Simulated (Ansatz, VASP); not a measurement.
# H23C11 (amorphous polyisobutylene at 640 K): VASP beside Ansatz

Aim: how closely do two programs agree when they are given the same cell, functional and k mesh? The cell is taken from a series of runs on this material, whose earlier steps may have relaxed, scaled, displaced or heated it; both programs get it as it stands.

Main program and level: Ansatz 0.2.0; plane waves, with VASP 6.6.1 beside it; single point at PBE with D3(BJ).

## Step 1: The structure

The cell holds 136 atoms: 44 C and 92 H. Its edges and angles: a = 11.429 Å, b = 11.429 Å, c = 11.429 Å, α = 90.0°, β = 90.0°, γ = 90.0°. As first built, before any earlier steps moved the atoms (in the runner's words): 2 polyisobutylene chains of 5 units placed at random, at 0.691 g/cm^3; overlaps pushed apart, then 20 ps at 800 K with MMFF94 bonds, angles, torsions, charges and radii (Halgren, J. Comput. Chem. 17, 490 (1996)) in harmonic and 12-6 forms; charges of ions scaled by 0.8. Snapshot after 30 ps at 640 K and fixed volume.

## Step 2: Ansatz: single point, PBE with D3(BJ)

Ansatz runs on its default PAW (the set named soft_2) files.

With cell and atoms fixed, the geometry can't cause a difference; cores, projectors, grids and the points listed under the comparison can.

File input.yaml:

```yaml
crystal:
  lattice:
    - [11.42893, 0.0, 0.0]
    - [0.0, 11.42893, 0.0]
    - [0.0, 0.0, 11.42893]
  atoms:
    - { symbol: C, position: [0.05176, 0.58143, 0.91441] }
    - { symbol: C, position: [0.00097, 0.54365, 0.79645] }
    - { symbol: C, position: [0.91892, 0.43609, 0.7986] }
    - { symbol: C, position: [0.81354, 0.46154, 0.87905] }
    - { symbol: C, position: [0.98262, 0.32824, 0.84871] }
    - { symbol: C, position: [0.86407, 0.40901, 0.67647] }
    - { symbol: C, position: [0.9333, 0.39602, 0.55874] }
    - { symbol: C, position: [0.96072, 0.51902, 0.51038] }
    - { symbol: C, position: [0.04876, 0.32903, 0.57342] }
    - { symbol: C, position: [0.84378, 0.33136, 0.47736] }
    - { symbol: C, position: [0.86821, 0.28233, 0.35169] }
    - { symbol: C, position: [0.74514, 0.26405, 0.29882] }
    - { symbol: C, position: [0.9327, 0.36967, 0.27244] }
    - { symbol: C, position: [0.93224, 0.16247, 0.36646] }
    - { symbol: C, position: [0.99229, 0.09003, 0.267] }
    - { symbol: C, position: [0.10185, 0.1539, 0.2207] }
    - { symbol: C, position: [0.03467, 0.97805, 0.32915] }
    - { symbol: C, position: [0.903, 0.06367, 0.1681] }
    - { symbol: C, position: [0.91886, 0.9671, 0.07327] }
    - { symbol: C, position: [0.82339, 0.99088, 0.98098] }
    - { symbol: C, position: [0.89651, 0.84345, 0.12186] }
    - { symbol: C, position: [0.03805, 0.97008, 0.01147] }
    - { symbol: H, position: [0.98364, 0.60686, 0.9772] }
    - { symbol: H, position: [0.10961, 0.65741, 0.903] }
    - { symbol: H, position: [0.10419, 0.51187, 0.95487] }
    - { symbol: H, position: [0.07449, 0.52578, 0.73699] }
    - { symbol: H, position: [0.95275, 0.61775, 0.75784] }
    - { symbol: H, position: [0.76684, 0.54097, 0.85106] }
    - { symbol: H, position: [0.84069, 0.47358, 0.97041] }
    - { symbol: H, position: [0.75091, 0.3885, 0.87708] }
[... 100 atom lines left out ...]
    - { symbol: H, position: [0.45856, 0.70264, 0.06948] }
    - { symbol: H, position: [0.36713, 0.60332, 0.99363] }
    - { symbol: H, position: [0.30442, 0.71085, 0.08656] }
    - { symbol: H, position: [0.26962, 0.42175, 0.24323] }
    - { symbol: H, position: [0.26268, 0.4442, 0.08941] }
    - { symbol: H, position: [0.19203, 0.54392, 0.18574] }
kpoints:
  mp_grid: { grid: [1, 1, 1] }
hamiltonian:
  xc: pbe
  dispersion: d3bj
scf:
  occupations: { method: fixed }
output:
  forces: true
  stress: true
  populations: true
  dos:
    method: { smearing: { sigma: 0.15 } }
    de: 0.1
    projected: { site_lists: { C: [C], H: [H] } }
  eigenvalues: true
```

Run with:

```
$ ansatz run input.yaml --threads 4 --pin off --max-ram 8192MiB --backend cpu --events-out ev --progress --plain --runs-dir out
```

Numbers of over 12 decimals in the logs are rounded to 6 here.

The log of the run:

```text
Engine: ansatz 0.2.0, x86_64-unknown-linux-gnu
Pseudopotentials: kind: paw
Pseudopotential: C, paw, valence charge 4, recommended cutoff 420 eV (normal), C.paw.azcp
Pseudopotential: H, paw, valence charge 1, recommended cutoff 420 eV (normal), H.paw.azcp
Functional definition: PBE
  parameter kappa = 0.804
  parameter beta = 0.066725
  exchange = pbe_x(kappa = kappa, mu = beta*pi^2/3)
  correlation = pbe_c(beta = beta)
Crystal: 136 atoms, lattice volume = 1492.852 Å³
Basis set: ecut = 420 eV, 29039 PW (Γ), exchange–correlation on 160×160×160 points (8 copies of the dense FFT grid, shifted against one another)
Bands: 270, of which v1, the nominal top of the filled ones, is band 134 counted from 1 (133 counted from 0)
Symmetry: 1 space group operations
Space group: P1 (ITA 1), of the structure as read, at distance tolerance 1.1e-4 Å
k-points: 1
Non-local potential: C, projectors of the file, l = 0: 2, l = 1: 2, l = 2: 1
Non-local potential: H, projectors of the file, l = 0: 2, l = 1: 1
PAW form: soft (Blöchl's): semilocal exchange-correlation on the pseudo side does not see the compensation charge
PAW one-centre angular grid: C, 110 points (default); XC on 64 Gauss nodes
PAW one-centre angular grid: H, 110 points (default); XC on 64 Gauss nodes
Initial density: superposition of atomic densities (neutral atoms: chi_scale 0, normalization atom), corrected by the library's trained network
Initial wavefunctions: pseudopotential atomic-orbital guess
Functional: x = pbe(κ = 0.804, μ = 0.219515), c = pbe(β = 0.066725)
SCF iter   1: F=—  HF=-12529.355286 eV  |F-HF|=—  |Δ(HF+E_count)|=         —  Δρ=3.75e-3  dr2=2.90e-1  ethr=1.77e-3  ⟨swp⟩=4.0  Hψ=932  notcnv=0  defer=129
preconditioner: auto → Resta (q_TF=auto, 2.049 Å⁻¹)  ε∞=2.1  [insulator: Δε(μ)=5.022 eV  Ē_g=15.124 eV  n_scr=202 (ndim 8)  ℏωp=15.7 eV  f_vac=0.332  ε∞_Penn≈2.1]
SCF iter   2: F=—  HF=-12529.355328 eV  |F-HF|=—  |Δ(HF+E_count)|=   4.17e-5  Δρ=1.64e-3  dr2=6.56e-2  ethr=1.08e-4  ⟨swp⟩=3.0  Hψ=448  notcnv=0  defer=133
SCF iter   3: F=—  HF=-12529.379265 eV  |F-HF|=—  |Δ(HF+E_count)|=   2.39e-2  Δρ=6.51e-4  dr2=1.09e-2  ethr=2.45e-5  ⟨swp⟩=4.0  Hψ=281  notcnv=0  defer=134
SCF iter   4: F=—  HF=-12529.382682 eV  |F-HF|=—  |Δ(HF+E_count)|=   3.42e-3  Δρ=1.83e-4  dr2=8.10e-4  ethr=4.07e-6  ⟨swp⟩=3.0  Hψ=280  notcnv=0  defer=134
SCF iter   5: F=—  HF=-12529.382732 eV  |F-HF|=—  |Δ(HF+E_count)|=   4.96e-5  Δρ=6.01e-5  dr2=1.01e-4  ethr=3.02e-7  ⟨swp⟩=3.0  Hψ=280  notcnv=0  defer=133
SCF iter   6: F=—  HF=-12529.382676 eV  |F-HF|=—  |Δ(HF+E_count)|=   5.63e-5  Δρ=1.90e-5  dr2=6.63e-6  ethr=3.77e-8  ⟨swp⟩=2.0  Hψ=267  notcnv=0  defer=134
SCF iter   7: F=—  HF=-12529.382837 eV  |F-HF|=—  |Δ(HF+E_count)|=   1.62e-4  Δρ=6.03e-6  dr2=7.85e-7  ethr=2.47e-9  ⟨swp⟩=2.0  Hψ=406  notcnv=0  defer=133
SCF iter   8: F=—  HF=-12529.382837 eV  |F-HF|=—  |Δ(HF+E_count)|=   2.66e-7  Δρ=2.22e-6  dr2=1.10e-7  ethr=3.73e-11  ⟨swp⟩=18.0  Hψ=2137  notcnv=0
SCF iter   9: F=-12529.382837 eV  HF=-12529.382837 eV  |F-HF|=1.01e-9  |Δ(HF+E_count)|=   2.21e-8  Δρ=5.17e-7  dr2=6.05e-9  ethr=3.73e-11  ⟨swp⟩=5.0  Hψ=950  notcnv=0
SCF 1 converged in 9 iterations: F = -12529.382837 eV  dr2 = 6.05e-9
  greatest PAW one-centre occupation: 0.659 electrons in one spin orbital (limit 2), on the C atom at site 11 (counted from 0), in its partial waves of l = 0
SCF converged after 9 iterations
Free energy (F): -12529.382837 eV
Harris-Foulkes:  -12529.382837 eV  (|F-HF|=1.01e-9)
Internal energy: -12529.382837 eV  (E = F + TS)
E sigma→0 (E₀):  -12529.382837 eV
Fermi energy:    -2.577884 eV
--- Per-component energies (eV) ---
  E_band       = -2072.445392
  E_kinetic    = 5298.465692
  E_local      = -20756.558640  (includes V_loc(G=0)·N_el)
  E_nonlocal   = 1339.876169
  E_hartree    = 8057.756609
  E_xc         = -2958.808648
  E_vxc        = -3706.494651  (∫ρ·V_xc dr)
  E_paw        = -4422.368773  (= ΣΔE_a)
  E_vpaw       = -363.117944  (= ΣTr[D̂ρ^β])
  E_aug_tail   = -0.127845  (compensation charges beyond the density's cutoff)
  E_ewald      = 918.332623
  E_disp       = -5.950023  (pairwise vdW)
  E_smearing   = -0.000000  (= −TS)
  E_closure    = -0.000000  (closes the sum)
  Σ components = -12529.382837   (vs F -12529.382837, Δ=0.00e0)
--- Forces (eV/Å), atoms counted from 1 ---
  atom   1  C      0.00465380     0.01676991     0.00305128
  atom   2  C      0.00848910     0.00972996     0.01888038
  atom   3  C     -0.02060286    -0.01483594    -0.02521581
  atom   4  C     -0.01197244     0.00696253     0.01813104
  atom   5  C      0.00366327     0.00324157     0.00278507
  atom   6  C      0.02539110    -0.00331023     0.02077660
  atom   7  C     -0.02039116     0.00459898     0.02416711
  atom   8  C     -0.00385193    -0.00197786    -0.03298204
  atom   9  C      0.02346311    -0.00206640     0.00056004
  atom  10  C      0.00872807     0.01088642    -0.01451835
[...]
atom  85  C      0.00240077     0.00123098     0.01800316
  atom  86  C     -0.01767226    -0.00286368     0.00271417
  atom  87  C      0.00755046    -0.01307174    -0.01835847
  atom  88  C      0.00443737     0.00115536     0.00734516
  atom  89  C     -0.01419517     0.00108559     0.00113833
  atom  90  C     -0.01845047     0.00097754     0.01021375
  atom  91  H      0.00146796    -0.01427234    -0.00226017
  atom  92  H     -0.00726880    -0.01144749     0.01025955
  atom  93  H      0.00210572     0.00553554     0.01069982
  atom  94  H     -0.00025289    -0.00501731     0.00067462
  atom  95  H     -0.00942143     0.00552452    -0.00752207
  atom  96  H      0.00830394     0.00505764    -0.00279781
  atom  97  H      0.00167232    -0.01191065    -0.00266627
  atom  98  H      0.00408837    -0.00058163     0.00209358
[...]
atom 129  H     -0.01416862    -0.00856294     0.00248752
  atom 130  H     -0.00032112    -0.00076614     0.00668839
  atom 131  H     -0.00588546    -0.00233321     0.00045677
  atom 132  H     -0.00381929     0.00112432     0.01686129
  atom 133  H      0.01031213    -0.00956932    -0.00704014
  atom 134  H      0.00291890     0.01336794    -0.01905448
  atom 135  H     -0.00224811     0.00332750     0.00923354
  atom 136  H      0.01486562    -0.01654805    -0.00445818
  max |Σ_I F_I| component: 2.92e-5 eV/Å
--- Stress (GPa, compression-positive) ---
       -0.368018      -0.014982       0.013591
       -0.014982      -0.360010       0.044211
        0.013591       0.044211      -0.311608
  P = ⅓ Tr σ = -0.3465 GPa (-3.465 kbar)
--- Band table (eV) ---
  k-point 0: bands = [... 130 lower, -3.0874, -3.0224, -2.6313, -2.5779, 2.3860, 3.2509, 3.2911, 3.4267, ... 132 higher]
--- Löwdin populations: 136 sites ---
  site symbol       q [e]
     0      C      4.4528
     1      C      4.2683
     2      C      3.9107
     3      C      4.4624
     4      C      4.4604
     5      C      4.2824
     6      C      3.9145
     7      C      4.4628
     8      C      4.4604
     9      C      4.2832
    10      C      3.9153
    11      C      4.4571
    12      C      4.4576
    13      C      4.2840
    14      C      3.9136
    15      C      4.4624
    16      C      4.4608
    17      C      4.2822
    18      C      3.9008
    19      C      4.4558
    20      C      4.4604
    21      C      4.4597
    22      H      0.8241
    23      H      0.8114
[...]
128      H      0.8256
   129      H      0.8245
   130      H      0.8218
   131      H      0.8216
   132      H      0.8220
   133      H      0.8222
   134      H      0.8265
   135      H      0.8197
  spilling = 0.011309 (of n_electrons = 268.000000)
```

The column dr2 measures how far the density is from self-consistency, as an energy; F and HF (Harris–Foulkes) agree once it is small.

## Step 3: VASP: single point, PBE with D3(BJ)

The same cell, functional and mesh now go to VASP, with its own data sets.

Lines of VASP's logs that name or quote its potential files are left out, and so is its time.

File INCAR:

```
SYSTEM = H23C11
PREC = Accurate
ENCUT = 600
EDIFF = 1E-06
NELM = 120
ISMEAR = 0
SIGMA = 0.01
LREAL = Auto
ALGO = Normal
GGA = PE
IVDW = 12
NBANDS = 229
LORBIT = 11
LWAVE = .FALSE.
LCHARG = .FALSE.
ISIF = 2
LASPH = .TRUE.
GGA_COMPAT = .FALSE.
EFERMI = MIDGAP
```

File POSCAR:

```
H23C11
1.0
   11.4289300000      0.0000000000      0.0000000000
    0.0000000000     11.4289300000      0.0000000000
    0.0000000000      0.0000000000     11.4289300000
C H
44 92
Direct
    0.0517600000      0.5814300000      0.9144100000
    0.0009700000      0.5436500000      0.7964500000
    0.9189200000      0.4360900000      0.7986000000
    0.8135400000      0.4615400000      0.8790500000
    0.9826200000      0.3282400000      0.8487100000
    0.8640700000      0.4090100000      0.6764700000
    0.9333000000      0.3960200000      0.5587400000
    0.9607200000      0.5190200000      0.5103800000
    0.0487600000      0.3290300000      0.5734200000
    0.8437800000      0.3313600000      0.4773600000
    0.8682100000      0.2823300000      0.3516900000
    0.7451400000      0.2640500000      0.2988200000
    0.9327000000      0.3696700000      0.2724400000
    0.9322400000      0.1624700000      0.3664600000
    0.9922900000      0.0900300000      0.2670000000
    0.1018500000      0.1539000000      0.2207000000
    0.0346700000      0.9780500000      0.3291500000
    0.9030000000      0.0636700000      0.1681000000
    0.9188600000      0.9671000000      0.0732700000
    0.8233900000      0.9908800000      0.9809800000
    0.8965100000      0.8434500000      0.1218600000
    0.0380500000      0.9700800000      0.0114700000
    0.4897500000      0.3172600000      0.6596600000
    0.5195800000      0.2675200000      0.7801600000
    0.4430700000      0.1651700000      0.8268700000
    0.3166100000      0.2091000000      0.8418300000
    0.4927700000      0.1344900000      0.9479500000
    0.4513400000      0.0637600000      0.7359400000
    0.4187600000      0.9345300000      0.7623300000
    0.5117400000      0.8733800000      0.8387500000
[... 100 atom lines left out ...]
    0.4585600000      0.7026400000      0.0694800000
    0.3671300000      0.6033200000      0.9936300000
    0.3044200000      0.7108500000      0.0865600000
    0.2696200000      0.4217500000      0.2432300000
    0.2626800000      0.4442000000      0.0894100000
    0.1920300000      0.5439200000      0.1857400000
```

File KPOINTS:

```
Automatic mesh
0
Gamma
1 1 1
0 0 0
```

PAW data sets: C and H (PBE family, release 64).

Run with:

```
$ export OMP_NUM_THREADS=3
$ mpirun -np 1 vasp_gam
```

The log of the run:

```text
[banner, memory and clock lines left out]
running    1 mpi-ranks, on    1 nodes
[...]
Offloading initialized ...    1 GPUs detected
[...]
LDA part: xc-table for (Slater+PW92), standard interpolation
 POSCAR, INCAR and KPOINTS ok, starting setup
[...]
entering main loop
       N       E                     dE             d eps       ncg     rms          rms(c)
DAV:   1     0.172153040164E+04    0.17215E+04   -0.13560E+05   466   0.115E+03
DAV:   2    -0.569037298074E+03   -0.22906E+04   -0.21568E+04   583   0.245E+02
DAV:   3    -0.808890109818E+03   -0.23985E+03   -0.23796E+03   596   0.799E+01
DAV:   4    -0.815887577453E+03   -0.69975E+01   -0.69776E+01   612   0.158E+01
[...]
DAV:  18    -0.739320038362E+03    0.52829E-05   -0.10126E-05   508   0.811E-03    0.530E-03
DAV:  19    -0.739320035592E+03    0.27700E-05   -0.24668E-06   468   0.498E-03    0.203E-03
DAV:  20    -0.739320035101E+03    0.49046E-06   -0.19099E-06   380   0.379E-03
   1 F= -.74526931E+03 E0= -.74526931E+03  d E =0.000000E+00
```

OUTCAR, selected parts (step 3):

```text
  FREE ENERGIE OF THE ION-ELECTRON SYSTEM (eV)
  ---------------------------------------------------
  free  energy   TOTEN  =      -745.2693092218 eV

  energy  without entropy=     -745.2693092218  energy(sigma->0) =     -745.26930922
```

The run ends at a pressure of -0.39 GPa, with forces up to 0.045 eV/Å.

## Step 4: Side by side

Known differences besides the potentials themselves: fixed occupations in Ansatz, narrow Gaussian smearing in VASP; the cutoff is 420 eV in Ansatz and 600 eV in VASP (PREC = Accurate, projectors in real space). Total energies have different zeros and are not compared.

Compared:

| quantity | Ansatz | VASP | difference |
| --- | --- | --- | --- |
| pressure (GPa) | -0.35 | -0.39 | +0.04 |
| gap on the k mesh (eV) | 4.964 | 4.962 | +0.002 |

At this near-relaxed geometry the largest component of a force difference is 21 meV/Å. A gap on the mesh is an upper bound, since the band edges may lie between its points.

## Step 5: Outcome

| Quantity | Value |
| --- | --- |
| difference in gap on the k mesh (single point, PBE with D3(BJ)) | 0.0022 eV |
| r.m.s. force difference (single point, PBE with D3(BJ)) | 9.8 meV/Å |

The r.m.s. force difference is 9.8 meV/Å (single point, PBE with D3(BJ)), within the 12 meV/Å picked in this series as the mark of a large difference. How closely two codes agree says nothing of how well the functional describes the real material.

[Lines on the potential files, build, host, timing and source positions are cut from VASP's logs without a mark.]

[Logs are printed without paths, hosts, clocks, repeated set-up lines and the standing remarks that a program may print on its own settings, such as how far it seeks lower states.]

[Hosts, paths, dates, database ids (printed as entryN), source tags and the programs' standing remarks are cut or masked in the printed files.]

[The MMFF94 radii named for the starting cell were scaled by 0.96; in molecules described by MMFF94, hydrogen bound to N, O or S took a small fixed 12-6 site in their place.]
